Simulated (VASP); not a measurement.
These are revPBE GGA, VASP's PBE PAW potentials (set 64) (plane waves; VASP) values and carry that method's errors.

Input for VASP

**INCAR**
```
SYSTEM=PtSe2
PREC=Accurate; ENCUT=520; LREAL=.FALSE.
LASPH=.TRUE.
EDIFF=1E-6; NELM=100; ALGO=Normal
LMAXMIX=6
ISMEAR=0; SIGMA=0.05
GGA=RE
IBRION=2; NSW=60; ISIF=3
EDIFFG=-0.02
LWAVE=.FALSE.; LCHARG=.FALSE.
```

### KPOINTS
```
Automatic
0
G
 6 6 3
0 0 0
```

File POSCAR:
```
PtSe2
1
    1.8870297224    -3.2684316050    -0.0000000000
    1.8870297224     3.2684316050     0.0000000000
   -0.0000000000    -0.0000000000     8.1512764103
Pt Se
1 2
Direct
  0.0000000000   0.0000000000   0.0000000000
  0.3333330000   0.6666670000   0.1601593866
  0.6666670000   0.3333330000   0.8398406134
```

POTCAR, in this order: Pt Se (PBE.64 set). Program: vasp_std.

Q: What will the output report for the number of irreducible k-points (NKPTS), largest plane-wave count, number of space-group operations, FFT grid (NGX, NGY, NGZ)?

A: 
* **number of irreducible k-points (NKPTS)**: 17
* **largest plane-wave count**: 2730
* **number of space-group operations**: 12
* **FFT grid (NGX, NGY, NGZ)**: 28 × 28 × 64

The compound is PtSe2 in the 1T layered structure. It was relaxed first, which changed the volume by +64 %. The start is the result of an earlier pass.
